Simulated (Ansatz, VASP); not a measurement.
# Cross-check of CaHf between VASP and Ansatz

One calculation is typed for both programs; each brings its own data sets and cutoff. How far apart do they land? The cell is invented: As first built, before any earlier steps moved the atoms (in the runner's words): it takes the MgSn structure with all of its atoms replaced by other elements, volume scaled by an estimate. It may not be a known or stable phase. The cell is taken from a series of VASP runs on this material, whose earlier steps may have relaxed, scaled or displaced it; both programs get it as it stands.

Method: plane waves, with VASP 6.6.1 beside it; band structure at PBEsol, in Ansatz 0.2.0.

## (1) Starting point

Symmetry: P-6m2, No. 187, hexagonal system. The conventional cell has a = 3.224 Å, b = 3.224 Å, c = 5.816 Å, α = 90.00°, β = 90.00°, γ = 120.00°. Nearest to Hf lie 6 Hf at 3.22 Å and 6 Ca at 3.45 Å. Nearest to Ca lie 6 Ca at 3.22 Å and 6 Hf at 3.45 Å. As first built, before any earlier steps moved the atoms (in the runner's words): sites of the MgSn structure (space group 187) filled with other elements, volume scaled by an estimate. Farther neighbours are not listed.

Structure file:

```cif
data_structure
_symmetry_space_group_name_H-M 'P 1'
_symmetry_Int_Tables_number 1
_cell_length_a 3.2242
_cell_length_b 3.2242
_cell_length_c 5.8161
_cell_angle_alpha 90.000
_cell_angle_beta 90.000
_cell_angle_gamma 120.000
_cell_volume 52.36
loop_
_atom_site_label
_atom_site_type_symbol
_atom_site_fract_x
_atom_site_fract_y
_atom_site_fract_z
_atom_site_occupancy
Hf1 Hf 0.66667 0.33333 0.50000 1
Ca2 Ca 0.00000 0.00000 0.00000 1
```

## (2) VASP: band structure, PBEsol

A single point gives forces, pressure and levels at one fixed geometry, so differences don't come from the geometry; what else differs is listed under the comparison.

Lines of VASP's logs that name or quote its potential files are left out, and so is its time.

INCAR reads:

```
SYSTEM = CaHf
PREC = Accurate
ENCUT = 400
EDIFF = 1E-06
NELM = 100
ISMEAR = 1
SIGMA = 0.2
LREAL = .FALSE.
ALGO = Normal
GGA = PS
NBANDS = 22
LORBIT = 11
LWAVE = .FALSE.
LCHARG = .FALSE.
```

POSCAR reads:

```
CaHf
1.0
    3.2242078421      0.0000000000      0.0000000000
   -1.6121039210      2.7922457866      0.0000000000
    0.0000000000      0.0000000000      5.8161225365
Hf Ca
1 1
Direct
    0.6666666700      0.3333333300      0.5000000000
    0.0000000000      0.0000000000      0.0000000000
```

KPOINTS reads:

```
Automatic mesh
0
Gamma
7 7 4
0 0 0
```

KPOINTS_OPT reads:

```
Line mode
16
Line-mode
Reciprocal
  0.00000000   0.00000000   0.00000000 GAMMA
  0.50000000   0.00000000   0.00000000 M

  0.50000000   0.00000000   0.00000000 M
  0.33333333   0.33333333   0.00000000 K

  0.33333333   0.33333333   0.00000000 K
  0.00000000   0.00000000   0.00000000 GAMMA

  0.00000000   0.00000000   0.00000000 GAMMA
  0.00000000   0.00000000   0.50000000 A

  0.00000000   0.00000000   0.50000000 A
  0.50000000   0.00000000   0.50000000 L

  0.50000000   0.00000000   0.50000000 L
  0.33333333   0.33333333   0.50000000 H

  0.33333333   0.33333333   0.50000000 H
  0.00000000   0.00000000   0.50000000 A

  0.50000000   0.00000000   0.50000000 L
  0.50000000   0.00000000   0.00000000 M

  0.33333333   0.33333333   0.00000000 K
  0.33333333   0.33333333   0.50000000 H
```

PAW data sets: Hf_pv and Ca_sv (PBE family, release 64).

The run is started by

```sh
$ mpirun -np 1 vasp_std
```

Numbers of over 12 decimals in the logs are rounded to 6 here.

The log of the run:

```text
[banner, memory and clock lines left out]
running    1 mpi-ranks, on    1 nodes
 distrk:  each k-point on    1 cores,    1 groups
 distr:  one band on    1 cores,    1 groups

 POSCAR found type information on POSCAR HfCa
 POSCAR found :  2 types and       2 ions
|                                                                             |
|               ----> ADVICE to this user running VASP <----                  |
|                                                                             |
|     You enforced a specific xc type in the INCAR file but a different       |
|     [... a line on the potential file left out ...]
|     I HOPE YOU KNOW WHAT YOU ARE DOING!                                     |
|                                                                             |

 LDA part: xc-table for (Slater+PW92), standard interpolation
 POSCAR, INCAR and KPOINTS ok, starting setup
 FFT: planning ... GRIDC
 FFT: planning ... GRID_SOFT
 FFT: planning ... GRID
 WAVECAR not read
 entering main loop
       N       E                     dE             d eps       ncg     rms          rms(c)
DAV:   1     0.105155676205E+03    0.10516E+03   -0.87616E+03  1064   0.712E+02
DAV:   2    -0.892761549630E+01   -0.11408E+03   -0.11078E+03  1248   0.222E+02
DAV:   3    -0.124243038808E+02   -0.34967E+01   -0.34592E+01  1462   0.323E+01
DAV:   4    -0.125547645134E+02   -0.13046E+00   -0.13031E+00  1442   0.517E+00
DAV:   5    -0.125559169642E+02   -0.11525E-02   -0.11524E-02  1432   0.478E-01    0.312E+01
DAV:   6    -0.120085487044E+02    0.54737E+00   -0.81489E+00  1298   0.615E+00    0.271E+01
DAV:   7    -0.117408389678E+02    0.26771E+00   -0.27880E+00  1304   0.360E+00    0.105E+01
DAV:   8    -0.116880834364E+02    0.52756E-01   -0.24691E-01  1236   0.183E+00    0.169E+00
DAV:   9    -0.116793997329E+02    0.86837E-02   -0.57883E-02  1256   0.723E-01    0.134E+00
DAV:  10    -0.116789543453E+02    0.44539E-03   -0.40675E-03  1276   0.198E-01    0.159E-01
DAV:  11    -0.116789673649E+02   -0.13020E-04   -0.19607E-04  1376   0.550E-02    0.775E-02
DAV:  12    -0.116789546168E+02    0.12748E-04   -0.82495E-05  1272   0.354E-02    0.131E-02
DAV:  13    -0.116789537792E+02    0.83764E-06   -0.34785E-06  1242   0.763E-03
   1 F= -.11678954E+02 E0= -.11680322E+02  d E =0.410530E-02
 Start KPOINTS_OPT (optional k-point list driver)
k-point batch [1-24\144]
       N       E                     dE             ncg
DAV:   1    -0.503922132777E+04   -0.15441E+05     1056
DAV:   2    -0.785106960436E+04   -0.28118E+04     1240
DAV:   3    -0.794924196549E+04   -0.98172E+02     1454
DAV:   4    -0.795319390438E+04   -0.39519E+01     1448
DAV:   5    -0.795325364482E+04   -0.59740E-01     1404
DAV:   6    -0.795325467067E+04   -0.10258E-02     1450
DAV:   7    -0.795325469850E+04   -0.27832E-04     1182
DAV:   8    -0.795325469994E+04   -0.14381E-05      860
DAV:   9    -0.795325470003E+04   -0.96476E-07      884
[...]
k-point batch [121-144\144]
       N       E                     dE             ncg
DAV:   1    -0.505072920328E+04   -0.22441E+05     1056
DAV:   2    -0.773870429083E+04   -0.26880E+04     1176
DAV:   3    -0.781892190169E+04   -0.80218E+02     1374
DAV:   4    -0.782319412294E+04   -0.42722E+01     1590
DAV:   5    -0.782325654145E+04   -0.62419E-01     1388
DAV:   6    -0.782325736522E+04   -0.82377E-03     1496
DAV:   7    -0.782325737327E+04   -0.80566E-05     1294
DAV:   8    -0.782325737332E+04   -0.48672E-07      954
```

From OUTCAR (step 2):

```text
ion  position               nearest neighbor table
   1  0.667  0.333  0.500-   2 3.45   2 3.45   2 3.45   2 3.45   2 3.45   2 3.45
   2  0.000  0.000  0.000-   1 3.45   1 3.45   1 3.45   1 3.45   1 3.45   1 3.45

  LATTYP: Found a hexagonal cell.
 ALAT       =     3.2242078421
 C/A-ratio  =     1.8038919391

 Subroutine GETGRP returns: Found 12 space group operations
 (whereof 12 operations were pure point group operations)

The static configuration has the point symmetry D_3h.

 Found     24 irreducible k-points:

   k-points           NKPTS =     24   k-points in BZ     NKDIM =     24   number of bands    NBANDS=     22

   dimension x,y,z NGX =    24 NGY =   24 NGZ =   40
   dimension x,y,z NGXF=    48 NGYF=   48 NGZF=   80

   ENCUT  =  400.0 eV  29.40 Ry    5.42 a.u.   5.26  5.26  9.48*2*pi/ulx,y,z

   NELECT =      20.0000    total number of electrons

 k-points in reciprocal lattice and weights: Automatic mesh
   0.00000000  0.00000000  0.00000000       0.005
   0.14285714  0.00000000  0.00000000       0.031
   0.28571429  0.00000000  0.00000000       0.031
   0.42857143  0.00000000  0.00000000       0.031
   0.14285714  0.14285714  0.00000000       0.031
   0.28571429  0.14285714  0.00000000       0.061
   0.42857143  0.14285714  0.00000000       0.031
   0.28571429  0.28571429  0.00000000       0.031
   0.00000000  0.00000000  0.25000000       0.010
[...]
0.42857143  0.14285714  0.50000000       0.031
   0.28571429  0.28571429  0.50000000       0.031

 average (electrostatic) potential at core
       1 -38.4457       2 -45.5537

 E-fermi :   3.7152

 k-point     1 :       0.0000    0.0000    0.0000
  band No.  band energies     occupation
    ...
      6     -17.7443      2.00000
      7     -17.7443      2.00000
      8      -2.1213      2.00000
      9       1.3860      2.00000
     10       3.7093      1.04984
     11       5.3030     -0.00000
     12       5.4004     -0.00000
     13       5.4004     -0.00000
     14       7.1032     -0.00000
     15       7.1032     -0.00000
    ...

 k-point     2 :       0.1429    0.0000    0.0000
  band No.  band energies     occupation
    ...
      6     -17.8839      2.00000
      7     -17.7744      2.00000
      8      -1.5579      2.00000
      9       1.9056      2.00000
     10       3.4458      2.06703
     11       4.7171     -0.00000
     12       5.6629     -0.00000
     13       5.9399     -0.00000
     14       6.6366     -0.00000
     15       6.9225     -0.00000
    ...

 k-point     3 :       0.2857    0.0000    0.0000
  band No.  band energies     occupation
    ...
      6     -17.8415      2.00000
      7     -17.8413      2.00000
      8      -0.1327      2.00000
      9       2.7844      2.00000
     10       2.9637      2.00000
     11       4.1185     -0.01516
     12       5.3917     -0.00000
     13       5.8486     -0.00000
     14       6.5786     -0.00000
     15       7.1160     -0.00000
    ...

  Total        0.0013659      0.0013659     -0.0145547      0.0000000      0.0000000      0.0000000
  in kB        0.0417943      0.0417943     -0.4453525      0.0000000      0.0000000      0.0000000
  external PRESSURE =      -0.1205880 kB  Pullay stress =       0.0000000 kB

  energy-cutoff  :      400.00
  volume of cell :       52.36
      direct lattice vectors                 reciprocal lattice vectors
     3.224207842  0.000000000  0.000000000     0.310153703  0.179067331  0.000000000
    -1.612103921  2.792245787  0.000000000     0.000000000  0.358134662  0.000000000
     0.000000000  0.000000000  5.816122536     0.000000000  0.000000000  0.171935855

 POSITION                                       TOTAL-FORCE (eV/Angst)
 -----------------------------------------------------------------------------------
      1.61210      0.93075      2.90806         0.000000      0.000000      0.000000
      0.00000      0.00000      0.00000        -0.000000     -0.000000      0.000000
 -----------------------------------------------------------------------------------
    total drift:                               -0.000005      0.000003     -0.000000

  FREE ENERGIE OF THE ION-ELECTRON SYSTEM (eV)
  ---------------------------------------------------
  free  energy   TOTEN  =       -11.6789537792 eV

  energy  without entropy=      -11.6830590759  energy(sigma->0) =      -11.68032221

 total charge
# of ion       s       p       d       tot
------------------------------------------
    1        0.395   6.259   1.472   8.126
    2        2.101   5.839   0.309   8.249
--------------------------------------------------
tot          2.496  12.097   1.782  16.375

[... 3 further parts left out ...]
```

Harder data sets than Hf_pv exist (the GW ones), and pressures, volumes and forces can shift noticeably with them.

## (3) Ansatz: band structure, PBEsol

Ansatz runs on its default PAW (the set named soft_2) files.

The same cell, functional, mesh and smearing now go to Ansatz, which takes its cutoff from its data sets.

input.yaml reads:

```yaml
crystal:
  lattice:
    - [3.2242078421, 0.0, 0.0]
    - [-1.612103921, 2.7922457866, 0.0]
    - [0.0, 0.0, 5.8161225365]
  atoms:
    - { symbol: Hf, position: [0.66666667, 0.33333333, 0.5] }
    - { symbol: Ca, position: [0.0, 0.0, 0.0] }
hamiltonian:
  xc: pbesol
  pseudopotentials: { kind: paw }
kpoints:
  mp_grid: { grid: [7, 7, 4] }
  band_path:
    path:
      - [0.0, 0.0, 0.0]
      - [0.13333, 0.0, 0.0]
      - [0.3, 0.0, 0.0]
      - [0.46667, 0.0, 0.0]
      - [0.46667, 0.06667, 0.0]
      - [0.41111, 0.17778, 0.0]
      - [0.35556, 0.28889, 0.0]
      - [0.28889, 0.28889, 0.0]
      - [0.17778, 0.17778, 0.0]
      - [0.06667, 0.06667, 0.0]
      - [0.0, 0.0, 0.03333]
      - [0.0, 0.0, 0.2]
      - [0.0, 0.0, 0.36667]
      - [0.0, 0.0, 0.5]
      - [0.16667, 0.0, 0.5]
      - [0.3, 0.0, 0.5]
      - [0.46667, 0.0, 0.5]
      - [0.46667, 0.06667, 0.5]
      - [0.41111, 0.17778, 0.5]
      - [0.35556, 0.28889, 0.5]
      - [0.28889, 0.28889, 0.5]
      - [0.17778, 0.17778, 0.5]
      - [0.06667, 0.06667, 0.5]
      - [0.5, 0.0, 0.46667]
      - [0.5, 0.0, 0.3]
      - [0.5, 0.0, 0.13333]
      - [0.33333, 0.33333, 0.0]
      - [0.33333, 0.33333, 0.16667]
      - [0.33333, 0.33333, 0.33333]
      - [0.33333, 0.33333, 0.5]
    npoints: 1
scf:
  occupations: { method: methfessel_paxton, width: 0.2 }
  n_extra_bands: 7
output:
  forces: true
  stress: true
  eigenvalues: true
```

The run is started by

```sh
$ ansatz run input.yaml --threads 2 --pin off --max-ram 4608MiB --backend cpu --events-out ev --progress --plain --runs-dir out
```

The log of the run:

```text
scf.n_extra_bands = 7 over 18 filled bands (N_el = 36.0): the run solves 25 bands
Engine: ansatz 0.2.0, aarch64-unknown-linux-gnu
Pseudopotentials: kind: paw
Pseudopotential: Hf, paw, valence charge 26, recommended cutoff 420 eV (normal), Hf.paw.azcp
Pseudopotential: Ca, paw, valence charge 10, recommended cutoff 420 eV (normal), Ca.paw.azcp
Functional definition: PBEsol
  exchange = pbesol_x
  correlation = pbesol_c
Crystal: 2 atoms, lattice volume = 52.361 Å³
Basis set: ecut = 420 eV, 1063 PW (Γ), exchange–correlation on 48×48×80 points (8 copies of the dense FFT grid, shifted against one another)
Bands: 25, of which v1, the nominal top of the filled ones, is band 18 counted from 1 (17 counted from 0)
Symmetry: 12 space group operations
Space group: P-6m2 (ITA 187), of the structure as read, at distance tolerance 3.7e-5 Å
k-points: 24 of 196 (time reversal used)
Non-local potential: Hf, projectors of the file, l = 0: 3, l = 1: 2, l = 2: 2, l = 3: 3
Non-local potential: Ca, projectors of the file, l = 0: 3, l = 1: 2, l = 2: 2
PAW form: soft (Blöchl's): semilocal exchange-correlation on the pseudo side does not see the compensation charge
PAW frozen core: Hf, regenerated for the run's functional, and the local potential with it (the file was generated under x = pbe(κ = 0.804, μ = 0.219515), c = pbe(β = 0.066725))
PAW frozen core: Ca, regenerated for the run's functional, and the local potential with it (the file was generated under x = pbe(κ = 0.804, μ = 0.219515), c = pbe(β = 0.066725))
PAW one-centre angular grid: Hf, 590 points (default); XC on 64 Gauss nodes
PAW one-centre angular grid: Ca, 110 points (default); XC on 64 Gauss nodes
Initial density: superposition of atomic densities (neutral atoms: chi_scale 0, normalization atom), corrected by the library's trained network
Initial wavefunctions: pseudopotential atomic-orbital guess
Functional: x = pbesol(κ = 0.804, μ = 0.123457), c = pbesol(β = 0.046)
SCF iter   1: F=—  HF=-17390.823658 eV  |F-HF|=—  |Δ(HF+E_count)|=         —  Δρ=5.34e-3  dr2=3.73e-2  ethr=1.77e-3  ⟨swp⟩=8.0  Hψ=3008  notcnv=0
preconditioner: auto → Kerker (q_TF=auto, 2.563 Å⁻¹)  [metal: Δε(μ)=0.012 eV  Ē_g=14.644 eV  σ=0.200 eV  W_gap=0.05  n_scr=22 (ndim 8)  ℏωp=26.2 eV  f_vac=0.000  D(μ)=2.16/eV (n_scr^D=22)]
SCF iter   2: F=—  HF=-17390.820778 eV  |F-HF|=—  |Δ(HF+E_count)|=   2.88e-3  S|Δr|=    0.00e0  Δρ=2.54e-3  dr2=4.00e-3  ethr=1.04e-4  ⟨swp⟩=1.0  Hψ=792  notcnv=0
SCF iter   3: F=—  HF=-17390.820268 eV  |F-HF|=—  |Δ(HF+E_count)|=   5.10e-4  S|Δr|=    0.00e0  Δρ=1.02e-3  dr2=6.53e-4  ethr=1.11e-5  ⟨swp⟩=2.0  Hψ=771  notcnv=0
SCF iter   4: F=—  HF=-17390.820302 eV  |F-HF|=—  |Δ(HF+E_count)|=   3.42e-5  S|Δr|=    0.00e0  Δρ=4.69e-4  dr2=1.47e-4  ethr=1.81e-6  ⟨swp⟩=2.0  Hψ=1001  notcnv=0
SCF iter   5: F=—  HF=-17390.820149 eV  |F-HF|=—  |Δ(HF+E_count)|=   1.52e-4  S|Δr|=    0.00e0  Δρ=1.56e-4  dr2=1.87e-5  ethr=4.09e-7  ⟨swp⟩=2.0  Hψ=996  notcnv=0
SCF iter   6: F=—  HF=-17390.820148 eV  |F-HF|=—  |Δ(HF+E_count)|=   1.08e-6  S|Δr|=    0.00e0  Δρ=2.83e-5  dr2=6.76e-7  ethr=5.19e-8  ⟨swp⟩=2.1  Hψ=654  notcnv=0
SCF iter   7: F=—  HF=-17390.820148 eV  |F-HF|=—  |Δ(HF+E_count)|=   1.56e-7  S|Δr|=    0.00e0  Δρ=9.42e-6  dr2=1.12e-7  ethr=2.78e-10  ⟨swp⟩=8.5  Hψ=2911  notcnv=0
SCF iter   8: F=-17390.820148 eV  HF=-17390.820148 eV  |F-HF|=5.88e-9  |Δ(HF+E_count)|=   1.37e-8  S|Δr|=    0.00e0  Δρ=2.40e-6  dr2=4.46e-9  ethr=2.78e-10  ⟨swp⟩=4.3  Hψ=1882  notcnv=0
SCF 1 converged in 8 iterations: F = -17390.820148 eV  dr2 = 4.46e-9
  greatest PAW one-centre occupation: 0.998 electrons in one spin orbital (limit 2), on the Hf atom at site 0 (counted from 0), in its partial waves of l = 3
NSCF: frozen V_eff on 30 k-points
SCF converged after 8 iterations
Stability not checked: this state was not tested for a lower state beside it, because cold or Methfessel-Paxton smearing, or corrected tetrahedra, fill the levels in a way that the test cannot read (fill_not_monotonic; see scf.lower_state_search)
Free energy (F): -17390.820148 eV
Harris-Foulkes:  -17390.820148 eV  (|F-HF|=5.88e-9)
Internal energy: -17390.824108 eV  (E = F + TS)
E sigma→0 (E₀):  -17390.821138 eV
Entropy (-TS):   0.003960 eV (1.980 meV/atom)
Fermi energy:    12.523785 eV
Step filling:    the computed levels leave a gap of 0.0096 eV = 0.0 smearing widths at the electron count; against every level under it full and every level over it empty, smearing changes F+E_penalty+E_count by -0.326 meV and its σ→0 estimate by -1.316 meV
--- Per-component energies (eV) ---
  E_band       = -244.831319
  E_kinetic    = 702.087479
  E_local      = -7399.735513  (includes V_loc(G=0)·N_el)
  E_nonlocal   = -1173.812473
  E_hartree    = 3352.956330
  E_xc         = -432.497209
  E_vxc        = -434.877415  (∫ρ·V_xc dr)
  E_paw        = -7643.450412  (= ΣΔE_a)
  E_vpaw       = 1355.594717  (= ΣTr[D̂ρ^β])
  E_aug_tail   = -0.000007  (compensation charges beyond the density's cutoff)
  E_ewald      = -4797.742189
  E_core_change = 1.369886  (= ΣΔE_core)
  E_smearing   = 0.003960  (= −TS)
  E_closure    = 0.000000  (closes the sum)
  Σ components = -17390.820148   (vs F -17390.820148, Δ=0.00e0)
--- Forces (eV/Å), atoms counted from 1 ---
  atom   1  Hf     0.00000000     0.00000000     0.00000000
  atom   2  Ca     0.00000000    -0.00000000     0.00000000
  max |Σ_I F_I| component: 7.40e-17 eV/Å
--- Stress (GPa, compression-positive) ---
        0.119311       0.000000       0.000000
       -0.000000       0.119311       0.000000
        0.000000       0.000000       0.017361
  P = ⅓ Tr σ = 0.0853 GPa (0.853 kbar)
--- Band table (eV; the first three rows and the last of 24) ---
  k-point 0: bands = [... 14 lower, 0.6186, 6.6958, 10.1982, 12.5123, 14.1150, 14.2067, 14.2067, 15.9156, ... 3 higher]
  k-point 1: bands = [... 14 lower, 0.6186, 6.9765, 9.7846, 12.4279, 14.0414, 14.1820, 14.1820, 15.6710, ... 3 higher]
  k-point 2: bands = [... 14 lower, 0.6186, 7.3698, 9.2419, 12.4188, 13.9282, 14.1603, 14.1603, 15.5227, ... 3 higher]
  k-point 23: bands = [... 14 lower, 0.5986, 11.5509, 11.6715, 12.2043, 12.9221, 12.9429, 13.6036, 15.4006, ... 3 higher]
```

Wall time 4.8 s (2 threads of Arm Neoverse N1, shared host); peak memory 0.33 GiB.

## (4) Side by side

Known differences besides the potentials themselves: the data sets hold 36 valence electrons in Ansatz (default PAW (the set named soft_2) files) and 20 in VASP; the cutoff is 420 eV in Ansatz and 400 eV in VASP; Ansatz makes its cores anew for this functional, VASP keeps those of its PBE data sets; VASP leaves aspherical gradient terms in its spheres out (LASPH is not set), Ansatz keeps them. Total energies have different zeros and are not compared.

Both answers:

```tsv
quantity	Ansatz	VASP	difference
pressure (GPa)	0.09	-0.01	+0.10
```

Levels from 3 eV below to 2 eV above the Fermi level differ by 3 meV r.m.s. and 8 meV at most; each VASP level is matched to the nearest of Ansatz, which flatters the figure a little.

## (5) Results

```json
{
 "r.m.s. difference of levels near the Fermi level (band structure, PBEsol)": "3.4 meV"
}
```

In words: The r.m.s. difference of levels near the Fermi level is 3.4 meV (band structure, PBEsol), within the 80 meV picked in this series as the mark of a large difference. Such differences can come from data sets, numerical settings and the points named under the comparisons, not from the functional's error against experiment.

[Lines on the potential files, build, host, timing and source positions are cut from VASP's logs without a mark.]

[Logs are printed without paths, hosts, clocks, repeated set-up lines and the standing remarks that a program may print on its own settings, such as how far it seeks lower states.]

[Hosts, paths, dates, database ids (printed as entryN), source tags and the programs' standing remarks are cut or masked in the printed files.]
